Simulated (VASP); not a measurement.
Input of a VASP 6.6.1 run:

The input INCAR:

```
PREC = Accurate
ENCUT = 600
EDIFF = 1E-7
ISMEAR = 0
SIGMA = 0.03
LREAL = F
LASPH = T
NELM = 80
ALGO = Normal
ISIF = 3
LWAVE = F
LCHARG = F
GGA = PE
IBRION = 2
NSW = 90
EDIFFG = -0.005
KPAR = 2
```

The input KPOINTS:

```
regular mesh
0
Gamma
  6 6 4
```

File POSCAR:

```
BaMgPF                                  
1.0
    4.3437545461      0.0000000000      0.0000000000
    0.0000000000      4.3437545461      0.0000000000
    0.0000000000      0.0000000000      9.6192789919
  Ba              P               Mg              F             
     2     2     2     2
Direct
     0.5000000000000000    0.0000000000000000    0.1619787627569600
     0.0000000000000000    0.5000000000000000    0.8380212372430399
     0.5000000000000000    0.0000000000000000    0.6516001575686620
     0.0000000000000000    0.5000000000000000    0.3483998424313380
     0.5000000000000000    0.5000000000000000    0.5000000000000000
     0.0000000000000000    0.0000000000000000    0.5000000000000000
     0.5000000000000000    0.5000000000000000    0.0000000000000000
     0.0000000000000000    0.0000000000000000    0.0000000000000000
```

Potentials or basis: VASP PAW PBE potentials, release 64 (Ba_sv, P, Mg, F).

Command:

```sh
$ cat potpaw_PBE.64/Ba_sv/POTCAR potpaw_PBE.64/P/POTCAR potpaw_PBE.64/Mg/POTCAR potpaw_PBE.64/F/POTCAR > POTCAR
$ mpirun -np 2 vasp_std > vasp.out
```

Estimate the space group after relaxing (to 0.05 Å).

P4/nmm (No. 129).

Estimate the relaxed volume.

22.70 Å³/atom.

Final structure:
```
CELL_PARAMETERS angstrom
4.34342 0.00000 0.00000
0.00000 4.34342 0.00000
0.00000 0.00000 9.62473
ATOMIC_POSITIONS crystal
Ba 0.50000 0.00000 0.16186
Ba 0.00000 0.50000 0.83814
P 0.50000 0.00000 0.65160
P 0.00000 0.50000 0.34840
Mg 0.50000 0.50000 0.50000
Mg 0.00000 0.00000 0.50000
F 0.50000 0.50000 0.00000
F 0.00000 0.00000 0.00000
```
